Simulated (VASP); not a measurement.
Here is the system:

```
CdZn3S4
1.0
    5.50203     0.00000     0.00000
    0.00000     5.50203     0.00000
    0.00000     0.00000     5.50203
Zn Cd S
3 1 4
Direct
  0.00000   0.50000   0.50000
  0.50000   0.00000   0.50000
  0.50000   0.50000   0.00000
  0.00000   0.00000   0.00000
  0.26274   0.26274   0.26274
  0.26274   0.73726   0.73726
  0.73726   0.73726   0.26274
  0.73726   0.26274   0.73726
```

The numbers are results of r2SCAN meta-GGA, VASP's PBE PAW potentials (set 64) (plane waves; VASP 6.6.1), not measurements. Run with 400 eV cut-off, 5×5×5 Γ-centred mesh, Gaussian smearing of 0.010 eV, potentials Zn Cd S.

What does the run give for the energy per atom (σ→0), band gap (on the k-mesh) with the smallest direct gap where there is one?

| Item | Result |
|---|---|
| band gap (on the k-mesh) | 2.32 eV |
| smallest direct gap (on the k-mesh) | 2.32 eV |
| energy per atom (σ→0) | -10.765 eV/atom |

The structure comes from a computed database's Zn3CdS4 entry (P-43m); how it stands against other phases isn't given here. It was relaxed first.
